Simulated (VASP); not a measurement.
# ZnSn: structure and properties in VASP, part 4 of 4

Aim: relax ZnSn, then compute properties on the relaxed cell. The cell is invented: it takes the structure of COD entry 9008826, CeZn (space group 221 there), with some of its atoms replaced by other elements, volume scaled by an estimate. It may not be a known or stable phase. Left out of this account: 1 further run (relaxation: it shows nothing beyond the runs told).

VASP 6.6.1, plane waves and PAW; the level of theory is named at each step.

Still holding for the runs below: The k-mesh is coarse for a metal.

So far. Step 6 (Bands along the symmetry lines (vdW-DF)): There is no gap at this level. Step 7 (Total and projected DOS (vdW-DF)): The finer mesh and the other smearing move the Fermi level by -0.05 eV from the 7×7×7 run, a small shift, which tests the Fermi level alone. The relaxed cell has a = 3.638 Å (conventional setting).

## (8) Band structure (vdW-DF + SOC)

This step: vdW-DF, spin-orbit coupling; plane waves and PAW (Sn_d, Zn); invented cell (VASP 6.6.1).

Levels along the symmetry lines show where the bands peak and cross; KPOINTS_OPT computes them in the converged potential. Spin-orbit coupling needs spinors and the noncollinear program, where each band holds one electron.

Contents of INCAR:

```
SYSTEM = ZnSn
PREC = Accurate
ENCUT = 400
EDIFF = 1E-06
NELM = 100
ISMEAR = 1
SIGMA = 0.2
LREAL = .FALSE.
ALGO = Normal
GGA = RE
AGGAC = 0
LUSE_VDW = .TRUE.
LASPH = .TRUE.
LNONCOLLINEAR = .TRUE.
MAGMOM = 0 0 0 0 0 0
NBANDS = 38
GGA_COMPAT = .FALSE.
LSORBIT = .TRUE.
LORBIT = 11
LWAVE = .FALSE.
LCHARG = .FALSE.
```

Contents of POSCAR:

```
ZnSn
1.0
    3.6377815832      0.0000000000      0.0000000000
    0.0000000000      3.6377815832      0.0000000000
    0.0000000000      0.0000000000      3.6377815832
Sn Zn
1 1
Direct
    0.5000000000      0.5000000000      0.5000000000
    0.0000000000      0.0000000000      0.0000000000
```

Contents of KPOINTS:

```
Automatic mesh
0
Gamma
6 6 6
0 0 0
```

Contents of KPOINTS_OPT:

```
Line mode
16
Line-mode
Reciprocal
  0.00000000   0.00000000   0.00000000 GAMMA
  0.00000000   0.50000000   0.00000000 X

  0.00000000   0.50000000   0.00000000 X
  0.50000000   0.50000000   0.00000000 M

  0.50000000   0.50000000   0.00000000 M
  0.00000000   0.00000000   0.00000000 GAMMA

  0.00000000   0.00000000   0.00000000 GAMMA
  0.50000000   0.50000000   0.50000000 R

  0.50000000   0.50000000   0.50000000 R
  0.00000000   0.50000000   0.00000000 X

  0.50000000   0.50000000   0.00000000 M
  0.50000000   0.50000000   0.50000000 R
```

Potentials, in the order of the species: Sn_d and Zn (PBE family, release 64).

Run with:

```
$ mpirun -np 1 vasp_ncl
```

Log:

```text
[... set-up lines as in an earlier step ...]
 entering main loop
       N       E                     dE             d eps       ncg     rms          rms(c)
DAV:   1     0.210622025106E+03    0.21062E+03   -0.10967E+04  1520   0.181E+03
DAV:   2     0.306711812660E+02   -0.17995E+03   -0.17446E+03  1532   0.447E+02
DAV:   3     0.379644946987E+01   -0.26875E+02   -0.26575E+02  1700   0.154E+02
DAV:   4     0.274440806555E+01   -0.10520E+01   -0.10481E+01  1758   0.326E+01
DAV:   5     0.271993003253E+01   -0.24478E-01   -0.24476E-01  1902   0.493E+00    0.178E+00
DAV:   6     0.276545011254E+01    0.45520E-01   -0.18476E-01  1964   0.766E+00    0.136E+00
DAV:   7     0.276857305859E+01    0.31229E-02   -0.20986E-02  1710   0.175E+00    0.662E-01
DAV:   8     0.276953213679E+01    0.95908E-03   -0.24998E-03  1718   0.594E-01    0.251E-01
DAV:   9     0.276948191019E+01   -0.50227E-04   -0.34140E-04  1690   0.155E-01    0.507E-02
DAV:  10     0.276944448031E+01   -0.37430E-04   -0.90456E-05  1668   0.106E-01    0.136E-02
DAV:  11     0.276943905169E+01   -0.54286E-05   -0.11732E-05  1536   0.389E-02    0.697E-03
DAV:  12     0.276943785514E+01   -0.11965E-05   -0.36770E-06  1646   0.184E-02    0.271E-03
DAV:  13     0.276943777497E+01   -0.80175E-07   -0.18355E-07   958   0.661E-03
   1 F= 0.27694378E+01 E0= 0.27729580E+01  d E =-.105605E-01  mag=     0.0000    -0.0000    -0.0000
 Start KPOINTS_OPT (optional k-point list driver)
k-point batch [1-20\96]
       N       E                     dE             ncg
DAV:   1     0.666949365234E+03   -0.49385E+04     1540
DAV:   2    -0.291428398360E+04   -0.35812E+04     1520
DAV:   3    -0.345461240273E+04   -0.54033E+03     1682
DAV:   4    -0.347760915208E+04   -0.22997E+02     1744
DAV:   5    -0.347815418290E+04   -0.54503E+00     1854
DAV:   6    -0.347817542213E+04   -0.21239E-01     2002
DAV:   7    -0.347817598696E+04   -0.56483E-03     2028
DAV:   8    -0.347817599472E+04   -0.77608E-05     1768
DAV:   9    -0.347817599482E+04   -0.10461E-06     1006
[...]
k-point batch [81-96\96]
       N       E                     dE             ncg
DAV:   1     0.274975098473E+04   -0.13522E+05     1244
DAV:   2    -0.118397099706E+03   -0.28681E+04     1264
DAV:   3    -0.537243658753E+03   -0.41885E+03     1264
DAV:   4    -0.554077603297E+03   -0.16834E+02     1406
DAV:   5    -0.554493166193E+03   -0.41556E+00     1588
DAV:   6    -0.554507833178E+03   -0.14667E-01     1540
DAV:   7    -0.554508362600E+03   -0.52942E-03     1782
DAV:   8    -0.554508367171E+03   -0.45713E-05     1304
DAV:   9    -0.554508367248E+03   -0.76597E-07      894
```

The job ended after 82 s (1 MPI rank of Intel Xeon Platinum 8488C (Sapphire Rapids), shared host; peak memory 0.36 GiB).

OUTCAR, selected parts (step 8):

```text
   k-points           NKPTS =     20   k-points in BZ     NKDIM =     20   number of bands    NBANDS=     38

   NELECT =      26.0000    total number of electrons

 E-fermi :   5.0222

 k-point     1 :       0.0000    0.0000    0.0000
  band No.  band energies     occupation
    ...
     18      -1.8151      1.00000
     19      -1.8151      1.00000
     20      -1.8151      1.00000
     21      -1.7397      1.00000
     22      -1.7397      1.00000
     23       6.0016     -0.00000
     24       6.0016     -0.00000
     25       6.0212     -0.00000
     26       6.0212     -0.00000
     27       6.5256     -0.00000
    ...

Total vdW correction in eV:      4.8909869

  Total       -0.0115546     -0.0115546     -0.0115546     -0.0000000     -0.0000000     -0.0000000
  in kB       -0.3845522     -0.3845522     -0.3845522     -0.0000000     -0.0000000     -0.0000000
  external PRESSURE =      -0.3845522 kB  Pullay stress =       0.0000000 kB

 POSITION                                       TOTAL-FORCE (eV/Angst)
 -----------------------------------------------------------------------------------
      1.81889      1.81889      1.81889         0.000000      0.000000      0.000000
      0.00000      0.00000      0.00000         0.000000      0.000000      0.000000
 -----------------------------------------------------------------------------------
    total drift:                                0.000000     -0.000000     -0.000000

  FREE ENERGIE OF THE ION-ELECTRON SYSTEM (eV)
  ---------------------------------------------------
  free  energy   TOTEN  =         2.7694377750 eV

  energy  without entropy=        2.7799983150  energy(sigma->0) =        2.77295795

Total vdW correction in eV:      4.8909767

 Spin-Orbit-Coupling matrix elements
 Ion:    1  E_soc:     -0.1178544
 Ion:    2  E_soc:     -0.0084695

 magnetization (x)
# of ion       s       p       d       tot
------------------------------------------
    1        0.000   0.000   0.000   0.000
    2        0.000   0.000   0.000   0.000
--------------------------------------------------
tot          0.000   0.000   0.000   0.000

 magnetization (y)
# of ion       s       p       d       tot
------------------------------------------
    1        0.000   0.000   0.000   0.000
    2       -0.000   0.000   0.000  -0.000
--------------------------------------------------
tot          0.000   0.000   0.000   0.000

 magnetization (z)
# of ion       s       p       d       tot
------------------------------------------
    1       -0.000   0.000  -0.000  -0.000
    2       -0.000   0.000  -0.000  -0.000
--------------------------------------------------
tot         -0.000   0.000  -0.000  -0.000

[... 6 parts as in an earlier step ...]

[... 10 further parts left out ...]
```

This step gave:

| Property | Result |
| --- | --- |
| bands | 38 |
| irreducible k-points | 20 |
| free energy (TOTEN) | 2.769 eV |
| energy at zero smearing | 2.773 eV |
| Fermi energy | 5.022 eV |
| pressure | -0.03846 GPa |

On-site spin-orbit energy by atom:

| atom | on-site spin-orbit energy (eV) |
| --- | --- |
| Sn1 | -0.118 |
| Zn2 | -0.008 |

The electronic bands at the labelled points (eV, zero at the Fermi level; # counts the bands kept):

| point | #13 | #14 | #15 | #16 | #17 | #18 | #19 | #20 |
| --- | --- | --- | --- | --- | --- | --- | --- | --- |
| Γ | 0.98 | 0.98 | 1.00 | 1.00 | 1.50 | 1.50 | 1.50 | 1.50 |
| 0.47 of the way | -2.65 | -2.65 | 1.84 | 1.84 | 2.22 | 2.22 | 2.93 | 2.93 |
| X | -5.56 | -5.56 | 3.43 | 3.43 | 3.97 | 3.97 | 4.89 | 4.89 |
| 0.47 of the way | -5.01 | -5.01 | -0.03 | -0.03 | 1.17 | 1.17 | 4.14 | 4.14 |
| M | -3.16 | -3.16 | -2.98 | -2.98 | -2.40 | -2.40 | 4.81 | 4.81 |
| 0.53 of the way | -2.46 | -2.46 | -1.30 | -1.30 | 2.67 | 2.67 | 4.24 | 4.24 |
| Γ | 0.98 | 0.98 | 1.00 | 1.00 | 1.50 | 1.50 | 1.50 | 1.50 |
| 0.47 of the way | -2.27 | -2.27 | -0.72 | -0.72 | -0.48 | -0.48 | 3.92 | 3.92 |
| R | -0.76 | -0.76 | -0.49 | -0.49 | -0.30 | -0.30 | -0.30 | -0.30 |
| 0.53 of the way | -4.38 | -4.38 | 0.10 | 0.10 | 1.03 | 1.03 | 1.24 | 1.24 |
| X | -5.56 | -5.56 | 3.43 | 3.43 | 3.97 | 3.97 | 4.89 | 4.89 |
| jump to M | -3.16 | -3.16 | -2.98 | -2.98 | -2.40 | -2.40 | 4.81 | 4.81 |
| 0.53 of the way | -2.19 | -2.19 | -2.00 | -2.00 | -1.72 | -1.72 | 1.49 | 1.49 |
| R | -0.76 | -0.76 | -0.49 | -0.49 | -0.30 | -0.30 | -0.30 | -0.30 |

Of the projections kept (Sn, Zn), the largest for each band there; the rest of the weight can lie on other orbitals:

| point | #13 | #14 | #15 | #16 | #17 | #18 | #19 | #20 |
| --- | --- | --- | --- | --- | --- | --- | --- | --- |
| Γ | Zn 0.55 | Zn 0.55 | Sn 0.77 | Sn 0.77 | Sn 0.74 | Sn 0.74 | Sn 0.74 | Sn 0.74 |
| X | Zn 0.72 | Zn 0.72 | Sn 0.91 | Sn 0.91 | Sn 0.92 | Sn 0.92 | Zn 0.51 | Zn 0.51 |
| M | Sn 0.75 | Sn 0.75 | Sn 0.73 | Sn 0.73 | Zn 0.92 | Zn 0.92 | Sn 1.00 | Sn 1.00 |
| Γ | Zn 0.55 | Zn 0.55 | Sn 0.77 | Sn 0.77 | Sn 0.74 | Sn 0.74 | Sn 0.74 | Sn 0.74 |
| R | Sn 0.84 | Sn 0.84 | Zn 1.00 | Zn 1.00 | Sn 0.85 | Sn 0.85 | Sn 0.85 | Sn 0.85 |
| X | Zn 0.72 | Zn 0.72 | Sn 0.91 | Sn 0.91 | Sn 0.92 | Sn 0.92 | Zn 0.51 | Zn 0.51 |

There is no gap at this level.

Of the bands kept, 8 cross the Fermi level on this path (spinor bands, one electron each).

## (9) Summary of results

```yaml
relaxed_volume: 24.07 Å³/atom
relaxed_conventional_cell_a_b_c: 3.638, 3.638, 3.638 Å
space_group_after_relaxing_within_0p02_a: Pm-3m (No. 221)
band_gap: none, a metal
dos_at_the_fermi_level: 1.06 states/eV/cell
band_gap_vdw_df_soc: none, a metal
```

**Reading.** With vdW-DF, ZnSn relaxes to 24.07 Å³/atom in space group Pm-3m (held by the symmetry of the run) and comes out as a metal. Bands along the symmetry lines (vdW-DF): Of the bands kept, 4 cross the Fermi level on this path. Band structure (vdW-DF + SOC): Of the bands kept, 8 cross the Fermi level on this path (spinor bands, one electron each). The k-sampling is coarse for a metal, so the Fermi level, pressures and the shape of the cell carry errors. No search among competing phases was made. All values are for a static lattice at zero temperature.

[Lines on the potential files, build, host, timing and source positions are cut from VASP's logs without a mark.]

[Logs are printed without paths, hosts, clocks, repeated set-up lines and the standing remarks that a program may print on its own settings, such as how far it seeks lower states.]

[Hosts, paths, dates, database ids (printed as entryN), source tags and the programs' standing remarks are cut or masked in the printed files.]

[A measured line is paired with the nearest computed mode of its activity, which favours agreement.]
